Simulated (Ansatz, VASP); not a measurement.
One calculation of PdPt2, two programs

```xyz
6
Lattice="0.0000 3.6106 3.6106 3.6106 0.0000 3.6106 3.6106 3.6106 0.0000" Properties=species:S:1:pos:R:3 pbc="T T T"
Pd    3.6106    3.6106    3.6106
Pd    5.4159    5.4159    5.4159
Pt    0.9027    2.7080    2.7080
Pt    0.9027    0.9027    0.9027
Pt    2.7080    2.7080    0.9027
Pt    2.7080    0.9027    2.7080
```

Change from the starting cell: species swapped into the YPt2 type (Fd-3m, No. 227).

Alike in both runs: task single point; functional PBE; k mesh 4 × 4 × 4; occupations gaussian, width 0.1 eV; no spin polarisation.

|  | VASP | Ansatz |
| --- | --- | --- |
| version | VASP 6.6.1 | Ansatz 0.2.0 |
| potentials or method | VASP PAW PBE potentials, release 64 (Pd, Pt) | scalar-relativistic, plane waves, PAW |
| plane-wave cutoff (eV) | 520 | 420 |
| valence electrons in the cell | 60 | 108 |

```tsv
	VASP	Ansatz	Ansatz less VASP
gap on the k mesh at the Fermi level (eV)	none	none	-
pressure (GPa)	16.0	16.4	+0.43
```

A gap of «none» marks a metal or a gap that the smearing closes. The two sets of potentials don't hold the same shells in valence.

Caveats: the k mesh is coarse (spacing up to 0.38 Å⁻¹), so the values aren't converged; so large a pressure means that the cell lies far from this level's equilibrium, or that cutoff or potentials fall short (VASP). Spin-orbit coupling is left out, which matters for the levels of Pt.
